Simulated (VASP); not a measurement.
# ZnCd3Se3S (Pm-3m) in VASP: further runs

Runs on ZnCd3Se3S. Level: PBE. Tasks: relaxation of cell and atoms.

All numbers are computed with VASP 6.6.1; they aren't measurements. Logs are shortened: lines on timing, memory, paths and dates and some standing lists are left out, and cuts for length are marked.

## 1. Starting point

The structure is cubic, space group Pm-3m (No. 221). The conventional cell has a = 5.847 Å, b = 5.847 Å, c = 5.847 Å, α = 90.00°, β = 90.00°, γ = 90.00°. Around Zn (site symmetry m-3m) lie 6 Cd at 2.92 Å. Cd (site symmetry 4/mmm) has 2 Zn at 2.92 Å and 4 Se at 2.92 Å as nearest neighbours. Around Se (site symmetry 4/mmm) lie 4 Cd at 2.92 Å and 2 S at 2.92 Å. S (site symmetry m-3m) is surrounded by 6 Se at 2.92 Å.

The cell was built by a generator and needn't be a form met in nature.

## 2. Relaxation of cell and atoms, PBE

The input, INCAR:

```
PREC     = Normal         # precision mode
ENCUT    = 520            # plane-wave cutoff, eV
EDIFF    = 1E-4           # SCF threshold, eV
ISMEAR   = 0              # smearing method
SIGMA    = 0.15           # smearing width, eV
LREAL    = False          # projectors in reciprocal space
LASPH    = True           # aspherical terms in the spheres
NELM     = 60             # most SCF steps
ALGO     = Fast           # electronic algorithm
ISIF     = 3              # what is computed and relaxed
LWAVE    = False          # write WAVECAR
LCHARG   = False          # write CHGCAR
GGA      = PE             # functional
IBRION   = 2              # ionic algorithm
NSW      = 24             # ionic steps
EDIFFG   = -0.08          # ionic threshold
```

The input, KPOINTS:

```
regular mesh
0
Gamma
  3 3 3
```

The input, POSCAR:

```
ZnCd3Se3S
1.0
    5.8474861900      0.0000000000      0.0000000000
    0.0000000000      5.8474861900      0.0000000000
    0.0000000000      0.0000000000      5.8474861900
Zn Cd Se S
1 3 3 1
Direct
    0.0000000000      0.0000000000      0.0000000000
    0.5000000000      0.0000000000      0.0000000000
    0.0000000000      0.5000000000      0.0000000000
    0.0000000000      0.0000000000      0.5000000000
    0.0000000000      0.5000000000      0.5000000000
    0.5000000000      0.0000000000      0.5000000000
    0.5000000000      0.5000000000      0.0000000000
    0.5000000000      0.5000000000      0.5000000000
```

Potentials or basis: VASP PAW PBE potentials, release 64 (Zn, Cd, Se, S).

Run with:

```
> cat potpaw_PBE.64/Zn/POTCAR potpaw_PBE.64/Cd/POTCAR potpaw_PBE.64/Se/POTCAR potpaw_PBE.64/S/POTCAR > POTCAR
> mpirun -np 1 vasp_std > vasp.out
```

OUTCAR:

```text
PREC = Normal
   ENCUT = 520
   EDIFF = 1E-4
   ISMEAR = 0
   LREAL = False
   LASPH = True
   NELM = 60
   ISIF = 3
   GGA = PE
   IBRION = 2
   NSW = 24
   EDIFFG = -0.08

 ion  position               nearest neighbor table
   1  0.000  0.000  0.000-   2 2.92   3 2.92   4 2.92   4 2.92   3 2.92   2 2.92
   2  0.500  0.000  0.000-   1 2.92   6 2.92   7 2.92   6 2.92   7 2.92   1 2.92
   3  0.000  0.500  0.000-   1 2.92   5 2.92   7 2.92   5 2.92   1 2.92   7 2.92
   4  0.000  0.000  0.500-   1 2.92   5 2.92   6 2.92   1 2.92   5 2.92   6 2.92
   5  0.000  0.500  0.500-   3 2.92   4 2.92   3 2.92   4 2.92
   6  0.500  0.000  0.500-   2 2.92   4 2.92   2 2.92   4 2.92
   7  0.500  0.500  0.000-   2 2.92   3 2.92   2 2.92   3 2.92
   8  0.500  0.500  0.500-

  LATTYP: Found a simple cubic cell.
 ALAT       =     5.8474861900

  Lattice vectors:

 A1 = (   5.8474861900,   0.0000000000,   0.0000000000)
 A2 = (   0.0000000000,   5.8474861900,   0.0000000000)
 A3 = (   0.0000000000,   0.0000000000,   5.8474861900)

Analysis of symmetry for initial positions (statically):
=====================================================================
 Subroutine PRICEL returns:
 Original cell was already a primitive cell.

 Routine SETGRP: Setting up the symmetry group for a
 simple cubic supercell.

 Subroutine GETGRP returns: Found 48 space group operations
 (whereof 48 operations were pure point group operations)
 out of a pool of 48 trial point group operations.

The static configuration has the point symmetry O_h .

Analysis of symmetry for dynamics (positions and initial velocities):
=====================================================================
 Subroutine PRICEL returns:
 Original cell was already a primitive cell.

 Routine SETGRP: Setting up the symmetry group for a
 simple cubic supercell.

 Subroutine GETGRP returns: Found 48 space group operations
 (whereof 48 operations were pure point group operations)
 out of a pool of 48 trial point group operations.

The dynamic configuration has the point symmetry O_h .

 Subroutine INISYM returns: Found 48 space group operations
 (whereof 48 operations are pure point group operations),
 and found     1 'primitive' translations

----------------------------------------------------------------------------------------

                                     Primitive cell

  volume of cell :     199.9436

  direct lattice vectors                    reciprocal lattice vectors
     5.847486190  0.000000000  0.000000000     0.171013657  0.000000000  0.000000000
     0.000000000  5.847486190  0.000000000     0.000000000  0.171013657  0.000000000
     0.000000000  0.000000000  5.847486190     0.000000000  0.000000000  0.171013657

  length of vectors
     5.847486190  5.847486190  5.847486190     0.171013657  0.171013657  0.171013657

  position of ions in fractional coordinates (direct lattice)
     0.000000000  0.000000000  0.000000000
     0.500000000  0.000000000  0.000000000
     0.000000000  0.500000000  0.000000000
     0.000000000  0.000000000  0.500000000
     0.000000000  0.500000000  0.500000000
     0.500000000  0.000000000  0.500000000
     0.500000000  0.500000000  0.000000000
     0.500000000  0.500000000  0.500000000

  ion indices of the primitive-cell ions
   primitive index   ion index
                 1           1
                 2           2
                 3           3
                 4           4
                 5           5
                 6           6
                 7           7
                 8           8

----------------------------------------------------------------------------------------

[... 68 lines left out ...]
     AMIX_MAG =   1.60;   BMIX_MAG =  1.00
  volume/ion in A,a.u.               =      24.99       168.66
  Fermi-wavevector in a.u.,A,eV,Ry     =   1.164706  2.200976 18.456860  1.356541
  Thomas-Fermi vector in A             =   2.301241
   LORBIT       =      0    0 simple, 1 ext, 2 COOP (PROOUT), +10 PAW based schemes
   GGA     = PE    functional components
   LHFCALC =     F    Hartree Fock is set to
   AEXX    =    0.0000 exact exchange contribution
   IVDW    =     0    specifies the selected vdW correction
   LEPSILON=     F    determine dielectric tensor
   LRPA    =     F    only Hartree local field effects (RPA)
 conjugate gradient relaxation of ions
 non-spin polarized calculation
 RMM-DIIS sequential band-by-band and
 Gauss-broadening in eV      SIGMA  =   0.15
  energy-cutoff  :      520.00
  volume of cell :      199.94
 maximum number of plane-waves:      5449
   NGX = 21   NGY = 21   NGZ = 21

--------------------------------------- Ionic step        1  -------------------------------------------

 number of electron      71.9999979 magnetization

 Free energy of the ion-electron system (eV)
  ---------------------------------------------------
  ext. energy  EPLUGINS =         0.00000000
  ---------------------------------------------------
  free energy    TOTEN  =       -16.64020058 eV

  energy without entropy =      -16.48305758  energy(sigma->0) =      -16.56162908

------------------------ aborting loop because EDIFF is reached ----------------------------------------

  FORCE on cell =-STRESS in cart. coord.  units (eV):
  Direction    XX          YY          ZZ          XY          YZ          ZX
  --------------------------------------------------------------------------------------
  -------------------------------------------------------------------------------------
  Total       -2.7399266     -2.7399266     -2.7399266     -0.0000000      0.0000000     -0.0000000
  in kB      -21.9554272    -21.9554272    -21.9554272     -0.0000000      0.0000000     -0.0000000
  external PRESSURE =     -21.9554272 kB  Pullay stress =       0.0000000 kB

 VOLUME and BASIS-vectors are now :
 -----------------------------------------------------------------------------
  energy-cutoff  :      520.00
  volume of cell :      199.94
      direct lattice vectors                 reciprocal lattice vectors
     5.847486190  0.000000000  0.000000000     0.171013657  0.000000000  0.000000000
     0.000000000  5.847486190  0.000000000     0.000000000  0.171013657  0.000000000
     0.000000000  0.000000000  5.847486190     0.000000000  0.000000000  0.171013657

 POSITION                                       TOTAL-FORCE (eV/Angst)
 -----------------------------------------------------------------------------------
      0.00000      0.00000      0.00000         0.000000      0.000000      0.000000
      2.92374      0.00000      0.00000         0.000000      0.000000      0.000000
      0.00000      2.92374      0.00000         0.000000      0.000000      0.000000
      0.00000      0.00000      2.92374         0.000000      0.000000      0.000000
      0.00000      2.92374      2.92374         0.000000      0.000000      0.000000
      2.92374      0.00000      2.92374         0.000000      0.000000      0.000000
      2.92374      2.92374      0.00000         0.000000      0.000000      0.000000
      2.92374      2.92374      2.92374         0.000000      0.000000      0.000000
 -----------------------------------------------------------------------------------
    total drift:                                0.000000     -0.000000     -0.000000

  FREE ENERGIE OF THE ION-ELECTRON SYSTEM (eV)
  ---------------------------------------------------
  free  energy   TOTEN  =       -16.6402005786 eV

  energy  without entropy=      -16.4830575801  energy(sigma->0) =      -16.56162908

--------------------------------------- Ionic step        2  -------------------------------------------

 number of electron      71.9999967 magnetization

 Free energy of the ion-electron system (eV)
  ---------------------------------------------------
  ext. energy  EPLUGINS =         0.00000000
  ---------------------------------------------------
  free energy    TOTEN  =       -16.70937265 eV

  energy without entropy =      -16.54998395  energy(sigma->0) =      -16.62967830

 E-fermi :   2.8612     XC(G=0):  -9.8233

 val. band max:        2.8462566807   @ k =   0.3333   0.0000   0.0000
 cond. band min:       2.8695442395   @ k =   0.3333   0.3333   0.3333
 fundamental gap:      0.0232875588
 Fermi energy:         2.8612261877

 k-point     1 :       0.0000    0.0000    0.0000
  band No.  band energies     occupation
      1     -11.2819      2.00000
      2     -10.0169      2.00000
      3     -10.0169      2.00000
      4      -8.1591      2.00000
      5      -6.3371      2.00000
      6      -6.1613      2.00000
[... 173 lines left out ...]
     42       6.0885      0.00000
     43       7.2869      0.00000

------------------------ aborting loop because EDIFF is reached ----------------------------------------

  FORCE on cell =-STRESS in cart. coord.  units (eV):
  Direction    XX          YY          ZZ          XY          YZ          ZX
  --------------------------------------------------------------------------------------
  -------------------------------------------------------------------------------------
  Total       -0.2172171     -0.2172171     -0.2172171      0.0000000     -0.0000000      0.0000000
  in kB       -1.8298010     -1.8298010     -1.8298010      0.0000000     -0.0000000      0.0000000
  external PRESSURE =      -1.8298010 kB  Pullay stress =       0.0000000 kB

 VOLUME and BASIS-vectors are now :
 -----------------------------------------------------------------------------
  energy-cutoff  :      520.00
  volume of cell :      190.20
      direct lattice vectors                 reciprocal lattice vectors
     5.750870128  0.000000000 -0.000000000     0.173886730  0.000000000 -0.000000000
    -0.000000000  5.750870128  0.000000000    -0.000000000  0.173886730 -0.000000000
     0.000000000  0.000000000  5.750870128     0.000000000  0.000000000  0.173886730

 POSITION                                       TOTAL-FORCE (eV/Angst)
 -----------------------------------------------------------------------------------
      0.00000      0.00000      0.00000        -0.000000     -0.000000      0.000000
      2.87544      0.00000     -0.00000         0.000000     -0.000000      0.000000
     -0.00000      2.87544      0.00000        -0.000000     -0.000000      0.000000
      0.00000      0.00000      2.87544         0.000000      0.000000      0.000000
      0.00000      2.87544      2.87544         0.000000     -0.000000      0.000000
      2.87544      0.00000      2.87544         0.000000     -0.000000      0.000000
      2.87544      2.87544     -0.00000        -0.000000     -0.000000      0.000000
      2.87544      2.87544      2.87544        -0.000000     -0.000000      0.000000
 -----------------------------------------------------------------------------------
    total drift:                                0.000000     -0.000000     -0.000000

  FREE ENERGIE OF THE ION-ELECTRON SYSTEM (eV)
  ---------------------------------------------------
  free  energy   TOTEN  =       -16.7093726494 eV

  energy  without entropy=      -16.5499839497  energy(sigma->0) =      -16.62967830

 reached required accuracy - stopping structural energy minimisation
```

Wall time 28 s (1 thread of Intel Xeon Platinum 8488C (Sapphire Rapids), shared host); peak memory 0.22 GiB.

Results:

| Quantity | Value |
| --- | --- |
| Free energy | -16.7094 eV |
| Relaxed volume | 23.77 Å³/atom |
| Relaxed cell | a = 5.751 Å, b = 5.751 Å, c = 5.751 Å, α = 90.00°, β = 90.00°, γ = 90.00° |
| Space group after relaxing (to 0.05 Å) | Pm-3m (No. 221) |
| Energy gained by relaxing | 8.6 meV/atom |
| Ionic steps | 2 |
| Pressure after relaxing | -0.2 GPa |
| Band gap on the k mesh | none (metal or under the smearing width) |

Step by step:
| step | energy change (eV) | largest force (eV/Å) | pressure (GPa) | volume (Å³) |
| --- | --- | --- | --- | --- |
| 1 | 0.0000 | 0.0000 | -2.20 | 199.94 |
| 2 | -0.0692 | 0.0000 | -0.18 | 190.20 |

Final structure:
```yaml
crystal:
  lattice:
    - [5.75087, 0.00000, 0.00000]
    - [0.00000, 5.75087, 0.00000]
    - [0.00000, 0.00000, 5.75087]
  atoms:
    - { symbol: Zn, position: [0.00000, 0.00000, 0.00000] }
    - { symbol: Cd, position: [0.50000, 0.00000, 0.00000] }
    - { symbol: Cd, position: [0.00000, 0.50000, 0.00000] }
    - { symbol: Cd, position: [0.00000, 0.00000, 0.50000] }
    - { symbol: Se, position: [0.00000, 0.50000, 0.50000] }
    - { symbol: Se, position: [0.50000, 0.00000, 0.50000] }
    - { symbol: Se, position: [0.50000, 0.50000, 0.00000] }
    - { symbol: S, position: [0.50000, 0.50000, 0.50000] }
```

Levels at points of the mesh, in eV from the Fermi level:
| k point | band 34 | band 35 | band 36 | band 37 | band 38 | band 39 |
| --- | --- | --- | --- | --- | --- | --- |
| (0.00, 0.00, 0.00) | -2.80 | -1.09 | -1.09 | 1.22 | 1.22 | 1.22 |

Caveat: the relaxation stopped at a loose force limit of 0.08 eV/Å, so its end isn't a converged minimum.

(Part 1 of 2 ends here.)
